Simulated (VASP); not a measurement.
A VASP calculation is set up with these files.

KPOINTS:
```
Automatic mesh
0
Gamma
9 9 9
0 0 0
```

**POSCAR**
```
Bi
1
    4.1658200000    -2.2750000000     0.0000000000
    4.1658200000     2.2750000000     0.0000000000
    2.9234170000     0.0000000000     3.7394270000
Bi
2
Direct
  0.2340000000   0.2340000000   0.2340000000
  0.7660000000   0.7660000000   0.7660000000
```

### INCAR
```
SYSTEM = Bi
PREC = Accurate; ENCUT = 400; LREAL = .False.
LASPH = .True.
EDIFF = 1E-6; NELM = 100; ALGO = Conjugate
LMAXMIX = 4
ISMEAR = 1; SIGMA = 0.1
GGA = PE
ISIF = 2
LWAVE = .False.; LCHARG = .False.
```

POTCAR, in this order: Bi_d (PBE.64 set). Program: vasp_std.

### Question
Translate this PBE calculation to Ansatz.

### Answer
One equivalent input (not run):
Ansatz 0.2 input:
```yaml
crystal:
  lattice:
    - [4.1658200, -2.2750000, 0.0000000]
    - [4.1658200, 2.2750000, 0.0000000]
    - [2.9234170, 0.0000000, 3.7394270]
  atoms:
    - { symbol: Bi, position: [0.2340000, 0.2340000, 0.2340000] }
    - { symbol: Bi, position: [0.7660000, 0.7660000, 0.7660000] }
kpoints:
  mp_grid: { grid: [9, 9, 9] }
hamiltonian:
  xc: pbe
  pseudopotentials: { kind: paw }
scf:
  occupations: { method: methfessel_paxton, width: 0.1 }
  max_iter: 100
output: { forces: true, stress: true, eigenvalues: true }
```
The two are equivalent in intent, not identical: each code has its own PAW files, so the cut-off isn't converted (ENCUT is set for VASP's; basis.ecutwfc is left out, and Ansatz then takes the one that its files recommend); Ansatz stops its SCF on the density residual and VASP on the energy change (EDIFF).

The compound is Bi in the a7 structure. The cell was not relaxed at this level. The run is one of a series of settings (ALGO = Conjugate against the base run), some of them coarse on purpose.
